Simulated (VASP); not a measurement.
# TaAs (I4_1md) in VASP: a series of runs, part 2 of 3

VASP 6.6.1. The steps go on from the part before.

**3. Electric field gradients, PBEsol**

Contents of INCAR:

```
  PREC = Accurate
  ENCUT = 700
  EDIFF = 1E-7
  ISMEAR = -1
  SIGMA = 0.05
  LREAL = F
  LASPH = T
  NELM = 80
  ALGO = Normal
  ISIF = 2
  LWAVE = F
  LCHARG = F
  GGA = PS
  LEFG = T
```

Contents of KPOINTS:

```
Automatic mesh
0
Gamma
  13 13 13
```

Contents of POSCAR:

```
TaAs
1.0
   -1.7218133622      1.7218133622      5.8679415361
    1.7218133622     -1.7218133622      5.8679415361
    1.7218133622      1.7218133622     -5.8679415361
Ta As
2 2
Direct
    0.4999673000      0.9999673000      0.5000000000
    0.7499673000      0.7499673000      0.0000000000
    0.0826321200      0.5826321200      0.5000000000
    0.3326321200      0.3326321200      0.0000000000
```

Potentials or basis: VASP PAW PBE potentials, release 64 (Ta_pv, As).

Started as:

```
cat potpaw_PBE.64/Ta_pv/POTCAR potpaw_PBE.64/As/POTCAR > POTCAR
mpirun -np 1 vasp_std > vasp.out
```

OUTCAR:

```text
PREC = Accurate
   ENCUT = 700
   EDIFF = 1E-7
   ISMEAR = -1
   LREAL = F
   LASPH = T
   NELM = 80
   ISIF = 2
   GGA = PS

 ion  position               nearest neighbor table
   1  0.500  1.000  0.500-   4 2.61   4 2.61   3 2.62   3 2.62   3 2.62   3 2.62   2 3.40   2 3.40
                             2 3.40   2 3.40
   2  0.750  0.750  0.000-   3 2.61   3 2.61   4 2.62   4 2.62   4 2.62   4 2.62   1 3.40   1 3.40
                             1 3.40   1 3.40
   3  0.083  0.583  0.500-   2 2.61   2 2.61   1 2.62   1 2.62   1 2.62   1 2.62
   4  0.333  0.333  0.000-   1 2.61   1 2.61   2 2.62   2 2.62   2 2.62   2 2.62

  LATTYP: Found a body centered tetragonal cell.
 ALAT       =     3.4436267244
 C/A-ratio  =     3.4080009279

  Lattice vectors:

 A1 = (  -1.7218133622,   1.7218133622,   5.8679415361)
 A2 = (   1.7218133622,  -1.7218133622,   5.8679415361)
 A3 = (   1.7218133622,   1.7218133622,  -5.8679415361)

Analysis of symmetry for initial positions (statically):
=====================================================================
 Subroutine PRICEL returns:
 Original cell was already a primitive cell.

 Routine SETGRP: Setting up the symmetry group for a
 body centered tetragonal supercell.

 Subroutine GETGRP returns: Found  8 space group operations
 (whereof  4 operations were pure point group operations)
 out of a pool of 16 trial point group operations.

The static configuration has the point symmetry C_2v.
 The point group associated with its full space group is C_4v.

Analysis of symmetry for dynamics (positions and initial velocities):
=====================================================================
 Subroutine PRICEL returns:
[... 724 lines left out ...]

  FORCE on cell =-STRESS in cart. coord.  units (eV):
  Direction    XX          YY          ZZ          XY          YZ          ZX
  --------------------------------------------------------------------------------------
  -------------------------------------------------------------------------------------
  Total       -1.2944911     -1.2944911     -1.6099782      0.0000000      0.0000000      0.0000000
  in kB      -29.8051779    -29.8051779    -37.0691530      0.0000000      0.0000000      0.0000000
  external PRESSURE =     -32.2265029 kB  Pullay stress =       0.0000000 kB

 VOLUME and BASIS-vectors are now :
 -----------------------------------------------------------------------------
  energy-cutoff  :      700.00
  volume of cell :       69.59
      direct lattice vectors                 reciprocal lattice vectors
    -1.721813362  1.721813362  5.867941536     0.000000000  0.290391520  0.085208756
     1.721813362 -1.721813362  5.867941536     0.290391520  0.000000000  0.085208756
     1.721813362  1.721813362 -5.867941536     0.290391520  0.290391520  0.000000000

 POSITION                                       TOTAL-FORCE (eV/Angst)
 -----------------------------------------------------------------------------------
      1.72181     -0.00000      5.86756         0.000000      0.000000      0.021880
      0.00000      0.00000      8.80153        -0.000000     -0.000000      0.021880
      1.72181      0.00000      0.96976        -0.000000     -0.000000     -0.021880
      0.00000      0.00000      3.90373         0.000000      0.000000     -0.021880
 -----------------------------------------------------------------------------------
    total drift:                                0.000000      0.000000      0.000255

  FREE ENERGIE OF THE ION-ELECTRON SYSTEM (eV)
  ---------------------------------------------------
  free  energy   TOTEN  =       -37.7170705372 eV

  energy  without entropy=      -37.7130007111  energy(sigma->0) =      -37.71503562

 Electric field gradients (V/A^2)
---------------------------------------------------------------------
 ion       V_xx      V_yy      V_zz      V_xy      V_xz      V_yz
---------------------------------------------------------------------
   1      10.601   -22.642    12.041    -0.000    -0.000    -0.000
   2     -22.642    10.601    12.041    -0.000    -0.000    -0.000
   3      -5.720   -14.600    20.320     0.000     0.000     0.000
   4     -14.600    -5.720    20.320     0.000     0.000     0.000
---------------------------------------------------------------------

 Electric field gradients after diagonalization (V/A^2)
 (convention: |V_zz| > |V_xx| > |V_yy|)
----------------------------------------------------------------------
 ion       V_xx      V_yy      V_zz     asymmetry (V_yy - V_xx)/ V_zz
----------------------------------------------------------------------
   1      12.041    10.601   -22.642       0.064
   2      12.041    10.601   -22.642       0.064
   3     -14.600    -5.720    20.320       0.437
   4     -14.600    -5.720    20.320       0.437
----------------------------------------------------------------------

           NMR quadrupolar parameters

 Cq : quadrupolar parameter    Cq=e*Q*V_zz/h
 eta: asymmetry parameters     (V_yy - V_xx)/ V_zz
 Q  : nuclear electric quadrupole moment in mb (millibarn)
----------------------------------------------------------------------
 ion       Cq(MHz)       eta       Q (mb)
----------------------------------------------------------------------
   1      -0.055       0.064       1.000
   2      -0.055       0.064       1.000
   3       0.049       0.437       1.000
   4       0.049       0.437       1.000
----------------------------------------------------------------------
```

OSZICAR:

```text
N       E                     dE             d eps       ncg     rms          rms(c)
DAV:   1     0.272767357033E+03    0.27277E+03   -0.19943E+04  7848   0.194E+03
DAV:   2    -0.256183416825E+02   -0.29839E+03   -0.28954E+03  8924   0.444E+02
DAV:   3    -0.392911124463E+02   -0.13673E+02   -0.13232E+02 10188   0.764E+01
DAV:   4    -0.395796031093E+02   -0.28849E+00   -0.28423E+00  9688   0.988E+00
DAV:   5    -0.395865845492E+02   -0.69814E-02   -0.69665E-02  9936   0.126E+00    0.213E+01
DAV:   6    -0.378498968060E+02    0.17367E+01   -0.61501E+00  9744   0.154E+01    0.905E+00
DAV:   7    -0.377368890888E+02    0.11301E+00   -0.54048E-01 10652   0.481E+00    0.255E+00
DAV:   8    -0.377174785092E+02    0.19411E-01   -0.54913E-02  9980   0.115E+00    0.271E-01
DAV:   9    -0.377171330485E+02    0.34546E-03   -0.44066E-03 10016   0.366E-01    0.107E-01
DAV:  10    -0.377170748299E+02    0.58219E-04   -0.47173E-04  9764   0.184E-01    0.143E-02
DAV:  11    -0.377170736470E+02    0.11829E-05   -0.34336E-05 10616   0.330E-02    0.109E-02
DAV:  12    -0.377170705530E+02    0.30940E-05   -0.12971E-05 10288   0.244E-02    0.129E-03
DAV:  13    -0.377170705372E+02    0.15835E-07   -0.57778E-07  9804   0.470E-03
   1 F= -.37717071E+02 E0= -.37715036E+02  d E =-.406983E-02
```

stdout:

```text
POSCAR found type information on POSCAR TaAs
 POSCAR found :  2 types and       4 ions
 scaLAPACK will be used
 -----------------------------------------------------------------------------
|                                                                             |
|                                                                             |
|     You enforced a specific xc type in the INCAR file but a different       |
|     I HOPE YOU KNOW WHAT YOU ARE DOING!                                     |
|                                                                             |
 -----------------------------------------------------------------------------

 LDA part: xc-table for (Slater+PW92), standard interpolation
 POSCAR, INCAR and KPOINTS ok, starting setup
 FFT: planning ... GRIDC
 FFT: planning ... GRID_SOFT
 FFT: planning ... GRID
 WAVECAR not read
 entering main loop
ion   1

ion   2

ion   3

ion   4
```

Run time: 8.6 min. Hardware: 1 thread of Intel Xeon Platinum 8559C (Emerald Rapids), shared host; peak memory 0.72 GiB.

What came out:

| Quantity | Value |
| --- | --- |
| Free energy | -37.7171 eV |
| Pressure | -3.2 GPa |
| Largest force | 0.022 eV/Å |
| Band gap on the k mesh | none (metal or under the smearing width) |

Forces in eV/Å, atoms in the order of the input:
```
Ta   0.000  0.000  0.022
Ta   0.000  0.000  0.022
As   0.000  0.000 -0.022
As   0.000  0.000 -0.022
```

Levels at points of the mesh, in eV from the Fermi level:
| k point | band 13 | band 14 | band 15 | band 16 | band 17 | band 18 | band 19 | band 20 |
| --- | --- | --- | --- | --- | --- | --- | --- | --- |
| (0.00, 0.00, 0.00) | -2.36 | -1.96 | -1.62 | -1.62 | 0.92 | 1.57 | 2.32 | 3.11 |

Electric field gradients, principal values (V/Å²):
| atom | Vxx | Vyy | Vzz |
| --- | --- | --- | --- |
| 1 Ta | 10.601 | 12.041 | -22.642 |
| 2 Ta | 10.601 | 12.041 | -22.642 |
| 3 As | -5.720 | -14.600 | 20.320 |
| 4 As | -5.720 | -14.600 | 20.320 |

Caveat: the PAW data sets were made with another functional, which shifts forces and pressure a little.

**4. Electric field gradients, PBEsol**

Edit INCAR of step 3 so:

```diff
@@ -1,3 +1,3 @@
   PREC = Accurate
-  ENCUT = 700
+  ENCUT = 500
   EDIFF = 1E-7
```

KPOINTS is that of step 3.

POSCAR is that of step 3.

Potentials or basis: VASP PAW PBE potentials, release 64 (Ta, As).

Started as:

```
cat potpaw_PBE.64/Ta/POTCAR potpaw_PBE.64/As/POTCAR > POTCAR
mpirun -np 1 vasp_std > vasp.out
```

OUTCAR:

```text
PREC = Accurate
   ENCUT = 500
   EDIFF = 1E-7
   ISMEAR = -1
   LREAL = F
   LASPH = T
   NELM = 80
   ISIF = 2
   GGA = PS

 ion  position               nearest neighbor table
   1  0.500  1.000  0.500-   4 2.61   4 2.61   3 2.62   3 2.62   3 2.62   3 2.62   2 3.40   2 3.40
                             2 3.40   2 3.40
   2  0.750  0.750  0.000-   3 2.61   3 2.61   4 2.62   4 2.62   4 2.62   4 2.62   1 3.40   1 3.40
                             1 3.40   1 3.40
   3  0.083  0.583  0.500-   2 2.61   2 2.61   1 2.62   1 2.62   1 2.62   1 2.62
   4  0.333  0.333  0.000-   1 2.61   1 2.61   2 2.62   2 2.62   2 2.62   2 2.62

  LATTYP: Found a body centered tetragonal cell.
 ALAT       =     3.4436267244
 C/A-ratio  =     3.4080009279

  Lattice vectors:

 A1 = (  -1.7218133622,   1.7218133622,   5.8679415361)
 A2 = (   1.7218133622,  -1.7218133622,   5.8679415361)
 A3 = (   1.7218133622,   1.7218133622,  -5.8679415361)

Analysis of symmetry for initial positions (statically):
=====================================================================
 Subroutine PRICEL returns:
[... 616 lines left out ...]
      0.00000      0.00000      8.80153        -0.000000      0.000000      0.022907
      1.72181      0.00000      0.96976        -0.000000      0.000000     -0.022907
      0.00000      0.00000      3.90373         0.000000     -0.000000     -0.022907
 -----------------------------------------------------------------------------------
    total drift:                                0.000000      0.000000     -0.000842

  FREE ENERGIE OF THE ION-ELECTRON SYSTEM (eV)
  ---------------------------------------------------
  free  energy   TOTEN  =       -37.8157622770 eV

  energy  without entropy=      -37.8116664305  energy(sigma->0) =      -37.81371435

 Electric field gradients (V/A^2)
---------------------------------------------------------------------
 ion       V_xx      V_yy      V_zz      V_xy      V_xz      V_yz
---------------------------------------------------------------------
   1     -36.298     8.403    27.895    -0.000    -0.000    -0.000
   2       8.403   -36.298    27.895    -0.000    -0.000    -0.000
   3      -5.638   -15.028    20.667    -0.000    -0.000    -0.000
   4     -15.028    -5.638    20.667    -0.000    -0.000    -0.000
---------------------------------------------------------------------

 Electric field gradients after diagonalization (V/A^2)
 (convention: |V_zz| > |V_xx| > |V_yy|)
----------------------------------------------------------------------
 ion       V_xx      V_yy      V_zz     asymmetry (V_yy - V_xx)/ V_zz
----------------------------------------------------------------------
   1      27.895     8.403   -36.298       0.537
   2      27.895     8.403   -36.298       0.537
   3     -15.028    -5.638    20.667       0.454
   4     -15.028    -5.638    20.667       0.454
----------------------------------------------------------------------

           NMR quadrupolar parameters

 Cq : quadrupolar parameter    Cq=e*Q*V_zz/h
 eta: asymmetry parameters     (V_yy - V_xx)/ V_zz
 Q  : nuclear electric quadrupole moment in mb (millibarn)
----------------------------------------------------------------------
 ion       Cq(MHz)       eta       Q (mb)
----------------------------------------------------------------------
   1      -0.088       0.537       1.000
   2      -0.088       0.537       1.000
   3       0.050       0.454       1.000
   4       0.050       0.454       1.000
----------------------------------------------------------------------
```

OSZICAR:

```text
N       E                     dE             d eps       ncg     rms          rms(c)
DAV:   1     0.552140652630E+02    0.55214E+02   -0.83255E+03  5488   0.119E+03
DAV:   2    -0.349157671882E+02   -0.90130E+02   -0.87998E+02  7016   0.184E+02
DAV:   3    -0.396614595312E+02   -0.47457E+01   -0.47056E+01  7834   0.431E+01
DAV:   4    -0.397266895563E+02   -0.65230E-01   -0.65160E-01  7118   0.546E+00
DAV:   5    -0.397281898618E+02   -0.15003E-02   -0.14995E-02  7976   0.692E-01    0.218E+01
DAV:   6    -0.380386803799E+02    0.16895E+01   -0.52875E+00  7340   0.107E+01    0.943E+00
DAV:   7    -0.378470112748E+02    0.19167E+00   -0.64691E-01  9248   0.441E+00    0.225E+00
DAV:   8    -0.378164315716E+02    0.30580E-01   -0.69692E-02  7554   0.123E+00    0.259E-01
DAV:   9    -0.378158740420E+02    0.55753E-03   -0.40949E-03  8078   0.390E-01    0.123E-01
DAV:  10    -0.378157703610E+02    0.10368E-03   -0.23136E-04  7074   0.992E-02    0.133E-02
DAV:  11    -0.378157641323E+02    0.62288E-05   -0.48097E-05  7994   0.320E-02    0.878E-03
DAV:  12    -0.378157625631E+02    0.15692E-05   -0.32610E-06  7614   0.114E-02    0.770E-04
DAV:  13    -0.378157623156E+02    0.24749E-06   -0.81292E-08  6150   0.211E-03    0.481E-04
DAV:  14    -0.378157622770E+02    0.38617E-07   -0.95498E-09  5480   0.656E-04
   1 F= -.37815762E+02 E0= -.37813714E+02  d E =-.409585E-02
```

It took 3.2 min on 1 thread of Intel Xeon Platinum 8559C (Emerald Rapids), shared host; peak memory 0.45 GiB.

Results:

| Item | Value |
| --- | --- |
| Free energy | -37.8158 eV |
| Pressure | -3.9 GPa |
| Largest force | 0.023 eV/Å |
| Band gap on the k mesh | none (metal or under the smearing width) |

Forces on the atoms (eV/Å):
```
Ta   0.000  0.000  0.023
Ta   0.000  0.000  0.023
As   0.000  0.000 -0.023
As   0.000  0.000 -0.023
```

Stress tensor (GPa, compression positive):
```
-3.68  0.00  0.00
 0.00 -3.68  0.00
 0.00  0.00 -4.36
```

Electric field gradients, principal values (V/Å²):
```
atom     Vxx      Vyy      Vzz
1 Ta   8.403   27.895  -36.298
2 Ta   8.403   27.895  -36.298
3 As  -5.638  -15.028   20.667
4 As  -5.638  -15.028   20.667
```

Caveat: the PAW data sets were made with another functional, which shifts forces and pressure a little.

(Part 2 of 3 ends here.)
